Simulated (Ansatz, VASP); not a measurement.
**ZnS (Wurtzite-2H) in two plane-wave programs**

One calculation is typed for both programs; each brings its own data sets. How far apart do they land? The cell is taken from a series of runs on this material, whose earlier steps may have relaxed, scaled, displaced or heated it; both programs get it as it stands.

Calculated with Ansatz 0.2.0; plane waves, with VASP 6.6.1 beside it; zone-centre phonons at LDA.

## 1. Starting point

It takes space group P6_3mc (No. 186, hexagonal). Conventional cell: a = 3.764 Å, b = 3.764 Å, c = 6.181 Å, α = 90.00°, β = 90.00°, γ = 120.00°. Nearest to S lie 4 Zn at 2.31 Å. Nearest to Zn lie 4 S at 2.31 Å. Farther neighbours and most contacts between anions are not listed.

Coordinates:

```cif
data_structure
_symmetry_space_group_name_H-M 'P 1'
_symmetry_Int_Tables_number 1
_cell_length_a 3.7638
_cell_length_b 3.7638
_cell_length_c 6.1807
_cell_angle_alpha 90.000
_cell_angle_beta 90.000
_cell_angle_gamma 120.000
_cell_volume 75.83
loop_
_atom_site_label
_atom_site_type_symbol
_atom_site_fract_x
_atom_site_fract_y
_atom_site_fract_z
_atom_site_occupancy
S1 S 0.33333 0.66667 0.37954 1
S2 S 0.66667 0.33333 0.87954 1
Zn3 Zn 0.33333 0.66667 0.00546 1
Zn4 Zn 0.66667 0.33333 0.50546 1
```

## 2. Ansatz: zone-centre phonons, LDA

Ansatz runs on its PAW soft_1 files.

Second derivatives magnify differences that forces hide, and they need a tight electronic threshold.

input.yaml

```yaml
crystal:
  lattice:
    - [3.763761566, 0.0, 0.0]
    - [-1.881880783, 3.25951313, 0.0]
    - [0.0, 0.0, 6.180744512]
  atoms:
    - { symbol: S, position: [0.3333333333, 0.6666666667, 0.3795394317] }
    - { symbol: S, position: [0.6666666667, 0.3333333333, 0.8795394317] }
    - { symbol: Zn, position: [0.3333333333, 0.6666666667, 0.0054605683] }
    - { symbol: Zn, position: [0.6666666667, 0.3333333333, 0.5054605683] }
kpoints:
  mp_grid: { grid: [12, 12, 8] }
hamiltonian:
  xc: lda
  pseudopotentials: { kind: paw, azcp: { folder: soft_1 }, xc_functional: pbe }
scf:
  occupations: { method: fixed }
output:
  eigenvalues: true
phonons:
  method: dfpt
  dielectric: true
  rigid_motions: translations
```

Launch:

```
> ansatz run input.yaml --threads 8 --pin off --max-ram 16384MiB --backend cpu --events-out ev --progress --plain --runs-dir out
```

Numbers of over 12 decimals in the logs are rounded to 6 here.

Log:

```text
Engine: ansatz 0.2.0, aarch64-unknown-linux-gnu
Pseudopotentials: kind: paw
Pseudopotential: S, paw, valence charge 6, recommended cutoff 420 eV (normal), soft_1/S.paw.azcp
Pseudopotential: Zn, paw, valence charge 12, recommended cutoff 420 eV (normal), soft_1/Zn.paw.azcp
Functional definition: SPW92
  exchange = slater_x
  correlation = pw_c
Crystal: 4 atoms, lattice volume = 75.826 Å³
Basis set: ecut = 420 eV, 1509 PW (Γ), exchange–correlation on 54×54×96 points (8 copies of the dense FFT grid, shifted against one another)
Bands: 22, of which v1, the nominal top of the filled ones, is band 18 counted from 1 (17 counted from 0)
Symmetry: 12 space group operations
k-points: 320 of 1152 (irreducible under 2 space group operations, time reversal used)
Non-local potential: S, projectors of the file, l = 0: 2, l = 1: 2, l = 2: 1
Non-local potential: Zn, projectors of the file, l = 0: 2, l = 1: 2, l = 2: 3, l = 3: 1
PAW form: soft (Blöchl's): semilocal exchange-correlation on the pseudo side does not see the compensation charge
PAW frozen core: S, regenerated for the run's functional, and the local potential with it (the file was generated under x = pbe(κ = 0.804, μ = 0.219515), c = pbe(β = 0.066725))
PAW frozen core: Zn, regenerated for the run's functional, and the local potential with it (the file was generated under x = pbe(κ = 0.804, μ = 0.219515), c = pbe(β = 0.066725))
PAW one-centre angular grid: S, 110 points (default); XC on 64 Gauss nodes
PAW one-centre angular grid: Zn, 590 points (default); XC on 64 Gauss nodes
Initial density: superposition of atomic densities (chi_scale 0.1, normalization cell, long waves kept (reshape's long-wave potential 0.00 eV rms))
Initial wavefunctions: pseudopotential atomic-orbital guess
Functional: x = slater, c = lda
SCF iter   1: F=—  HF=-8235.072634 eV  |F-HF|=—  |Δ(HF+E_count)|=         —  Δρ=3.82e-2  dr2=6.76e-1  ethr=3.10e-3  ⟨swp⟩=5.0  Hψ=34843  notcnv=0  defer=612
preconditioner: auto → Resta (q_TF=auto, 2.410 Å⁻¹)  ε∞=6.3  [insulator: Δε(μ)=2.348 eV  Ē_g=11.110 eV  n_scr=22 (ndim 8)  ℏωp=25.6 eV  f_vac=0.003  ε∞_Penn≈6.3]
SCF iter   2: F=—  HF=-8234.912415 eV  |F-HF|=—  |Δ(HF+E_count)|=   1.60e-1  Δρ=1.55e-2  dr2=1.46e-1  ethr=1.88e-3  ⟨swp⟩=2.0  Hψ=14419  notcnv=0  defer=634
SCF iter   3: F=—  HF=-8234.879574 eV  |F-HF|=—  |Δ(HF+E_count)|=   3.28e-2  Δρ=9.85e-3  dr2=5.00e-2  ethr=4.04e-4  ⟨swp⟩=2.0  Hψ=12811  notcnv=0  defer=637
SCF iter   4: F=—  HF=-8234.864530 eV  |F-HF|=—  |Δ(HF+E_count)|=   1.50e-2  Δρ=3.01e-3  dr2=4.37e-3  ethr=1.39e-4  ⟨swp⟩=2.0  Hψ=15363  notcnv=0  defer=637
SCF iter   5: F=—  HF=-8234.864714 eV  |F-HF|=—  |Δ(HF+E_count)|=   1.84e-4  Δρ=4.52e-4  dr2=1.89e-4  ethr=1.21e-5  ⟨swp⟩=2.4  Hψ=12303  notcnv=0  defer=637
SCF iter   6: F=—  HF=-8234.864779 eV  |F-HF|=—  |Δ(HF+E_count)|=   6.53e-5  Δρ=2.36e-4  dr2=3.96e-5  ethr=5.25e-7  ⟨swp⟩=2.7  Hψ=12568  notcnv=0  defer=603
SCF iter   7: F=—  HF=-8234.864791 eV  |F-HF|=—  |Δ(HF+E_count)|=   1.12e-5  Δρ=5.52e-5  dr2=9.34e-7  ethr=1.10e-7  ⟨swp⟩=2.2  Hψ=12619  notcnv=0  defer=6
SCF iter   8: F=—  HF=-8234.864792 eV  |F-HF|=—  |Δ(HF+E_count)|=   1.80e-6  Δρ=1.71e-5  dr2=1.30e-7  ethr=2.59e-9  ⟨swp⟩=2.0  Hψ=11141  notcnv=0  defer=2
SCF iter   9: F=—  HF=-8234.864792 eV  |F-HF|=—  |Δ(HF+E_count)|=   1.11e-8  Δρ=1.87e-6  dr2=2.29e-9  ethr=3.61e-10  ⟨swp⟩=2.4  Hψ=12804  notcnv=0  defer=2
SCF iter  10: F=-8234.864792 eV  HF=-8234.864792 eV  |F-HF|=2.55e-11  |Δ(HF+E_count)|=  3.24e-10  Δρ=4.31e-7  dr2=9.15e-11  ethr=1.00e-12  ⟨swp⟩=8.5  Hψ=58742  notcnv=0
SCF 1 converged in 10 iterations: F = -8234.864792 eV  dr2 = 9.15e-11
  greatest PAW one-centre occupation: 0.983 electrons in one spin orbital (limit 2), on the Zn atom at site 3 (counted from 0), in its partial waves of l = 2
DFPT response loops at Γ: preconditioner auto → Resta (q_TF=auto, 2.410 Å⁻¹)  ε∞=5.3 (no band partly filled); β = 1.00, the filter's whole step (`scf.mixing.beta` (0.50) is not read by the response loops at its default; to damp them type it under 1.00, their step now; it binds the ground state too); Broyden in place of MSR1
── the response to a field inside a basis, on 12×12×8 k-points: an SCF that follows is theirs, and a resumed run solves both again ──
Bands: 19, of which v1, the nominal top of the filled ones, is band 18 counted from 1 (17 counted from 0)
k-points: 168 of 1152 (irreducible under 4 space group operations, time reversal used)
Initial density: handed on by an earlier stage of this run
Initial wavefunctions: pseudopotential atomic-orbital guess (no wavefunctions were taken with the density)
Eigensolver: Dense (168 Hₖ)
SCF iter   1: F=—  HF=-8234.861973 eV  |F-HF|=—  |Δ(HF+E_count)|=         —  Δρ=1.32e-4  dr2=2.03e-6  ethr=1.00e-1
preconditioner: auto → Resta (q_TF=auto, 2.410 Å⁻¹)  ε∞=8.0  [insulator: Δε(μ)=2.341 eV  Ē_g=9.636 eV  n_scr=22 (ndim 8)  ℏωp=25.6 eV  f_vac=0.028  ε∞_Penn≈8.0]
SCF iter   2: F=—  HF=-8234.861974 eV  |F-HF|=—  |Δ(HF+E_count)|=   7.42e-7  Δρ=1.05e-4  dr2=2.99e-6  ethr=5.64e-9
SCF iter   3: F=—  HF=-8234.861974 eV  |F-HF|=—  |Δ(HF+E_count)|=   1.04e-7  Δρ=2.70e-5  dr2=1.00e-7  ethr=5.64e-9
SCF iter   4: F=-8234.861974 eV  HF=-8234.861974 eV  |F-HF|=1.26e-8  |Δ(HF+E_count)|=   1.67e-7  Δρ=5.05e-6  dr2=4.68e-9  ethr=2.79e-10
SCF 1 converged in 4 iterations: F = -8234.861974 eV  dr2 = 4.68e-9
DFPT response loops at Γ: preconditioner auto → Resta (q_TF=auto, 2.410 Å⁻¹)  ε∞=5.1 (no band partly filled); β = 1.00, the filter's whole step (`scf.mixing.beta` (0.50) is not read by the response loops at its default; to damp them type it under 1.00, their step now; it binds the ground state too); Broyden in place of MSR1
SCF converged after 10 iterations
Free energy (F): -8234.864792 eV
Harris-Foulkes:  -8234.864792 eV  (|F-HF|=2.55e-11)
Internal energy: -8234.864792 eV  (E = F + TS)
E sigma→0 (E₀):  -8234.864792 eV
Fermi energy:    6.040722 eV
--- Per-component energies (eV) ---
  E_band       = 9.761429
  E_kinetic    = 510.344029
  E_local      = -4498.604094  (includes V_loc(G=0)·N_el)
  E_nonlocal   = 1715.128112
  E_hartree    = 1709.206451
  E_xc         = -333.058640
  E_vxc        = -270.651183  (∫ρ·V_xc dr)
  E_paw        = -4803.967543  (= ΣΔE_a)
  E_vpaw       = -864.868442  (= ΣTr[D̂ρ^β])
  E_aug_tail   = -0.000516  (compensation charges beyond the density's cutoff)
  E_ewald      = -2537.333274
  E_core_change = 3.420682  (= ΣΔE_core)
  E_smearing   = -0.000000  (= −TS)
  E_closure    = 0.000000  (closes the sum)
  Σ components = -8234.864792   (vs F -8234.864792, Δ=0.00e0)
--- Band table (eV; the first three rows and the last of 320) ---
  k-point 0: bands = [... 14 lower, 5.0811, 5.9452, 6.0407, 6.0407, 8.1378, 8.9909, 12.1461, 12.1461]
  k-point 1: bands = [... 14 lower, 5.1143, 5.5636, 6.0003, 6.0003, 8.4745, 9.0309, 12.1691, 12.1691]
  k-point 2: bands = [... 14 lower, 5.2103, 5.2103, 5.8872, 5.8872, 9.0716, 9.1465, 12.0925, 12.2468]
  k-point 319: bands = [... 14 lower, 3.2993, 3.2993, 4.4650, 4.4650, 10.3470, 10.3470, 12.2235, 12.2235]
--- Phonons (Γ-DFPT): 4 representative perturbations + reference, on 320 of 1152 k-points (Σ response iterations 13) ---
  k mesh reduced under 2 symmetry operations, with k and −k counted as one. Each operation leaves every solved perturbation unchanged. A smaller set is not considered because the run solves the response to a homogeneous field
  ASR residual: 3.409e-4 → 0.000e0 eV/Å²; symmetrization residual: 7.470e-6 eV/Å²
  ASR residual per site (eV/Å²): 5.97e-5 5.97e-5 3.41e-4 3.41e-4
  Γ frequencies (cm⁻¹): 0.00 0.00 0.00 72.44 72.44 196.01 278.83 283.82 283.82 288.62 288.62 338.97
  ε∞ (high-frequency dielectric tensor):
        6.064721    -0.000000     0.000000
       -0.000000     6.064721    -0.000000
        0.000000     0.000000     6.191127
  ε⁰ (static dielectric tensor: ions relaxed, cell fixed):
        8.659117    -0.000000    -0.000000
       -0.000000     8.659117     0.000000
       -0.000000     0.000000     9.197557
  ε⁰ − ε∞ (ionic part):
        2.594396    -0.000000    -0.000000
       -0.000000     2.594396     0.000000
       -0.000000     0.000000     3.006430
  softest optical mode at Γ: 72.44 cm⁻¹; the repairs (sum rule, projections) moved no ω² at Γ by more than (1.48 cm⁻¹)²
  Born effective charges Z* (e; rows j = field, columns β = displacement):
    site 0:
        -1.86111    0.00000   -0.00000
        -0.00000   -1.86111   -0.00000
        -0.00000    0.00000   -1.96828
    site 1:
        -1.86111   -0.00000    0.00000
        -0.00000   -1.86111   -0.00000
        -0.00000    0.00000   -1.96828
    site 2:
         1.86111    0.00000    0.00000
        -0.00000    1.86111    0.00000
         0.00000   -0.00000    1.96828
    site 3:
         1.86111   -0.00000    0.00000
         0.00000    1.86111   -0.00000
         0.00000   -0.00000    1.96828
  Z* charge neutrality: 3.739e-4 e pre-enforcement
  solved inside a basis spanned on kpoints, on 12×12×8 k-points, its susceptibility summed on 16×16×8: ε∞ is read to err by 2.1e-2, Z* by 1.3e-2 e (field_mesh: kpoints solves on kpoints); Z* is corrected for what the basis lacks
  optical modes at Γ without the LO–TO term, one row a degenerate level:
      ω (cm⁻¹)  modes    IR ((D/Å)²/amu)
         72.44      2             0.0000
        196.01      1             0.0000
        278.83      1             8.3099
[...]
optical modes at Γ + LO–TO along q̂ = [1.0000, 0.0000, 0.0000]:
      ω (cm⁻¹)  modes    IR ((D/Å)²/amu)
[...]
optical modes at Γ + LO–TO along q̂ = [0.0000, 1.0000, 0.0000]:
      ω (cm⁻¹)  modes    IR ((D/Å)²/amu)
[...]
338.97      1             0.0000
        339.13      1             7.4296
  optical modes at Γ + LO–TO along q̂ = [0.0000, 0.0000, 1.0000]:
      ω (cm⁻¹)  modes    IR ((D/Å)²/amu)
         72.44      2             0.0000
        196.01      1             0.0000
        283.82      2            14.8592
        288.62      2             0.0000
        338.97      1             0.0000
        339.86      1             8.3099
```

The column dr2 measures how far the density is from self-consistency, as an energy; F and HF (Harris–Foulkes) agree once it is small.

(Continued in part 2 of 3.)

[Lines on the potential files, build, host, timing and source positions are cut from VASP's logs without a mark.]

[Logs are printed without paths, hosts, clocks, repeated set-up lines and the standing remarks that a program may print on its own settings, such as how far it seeks lower states.]

[Hosts, paths, dates, database ids (printed as entryN), source tags and the programs' standing remarks are cut or masked in the printed files.]
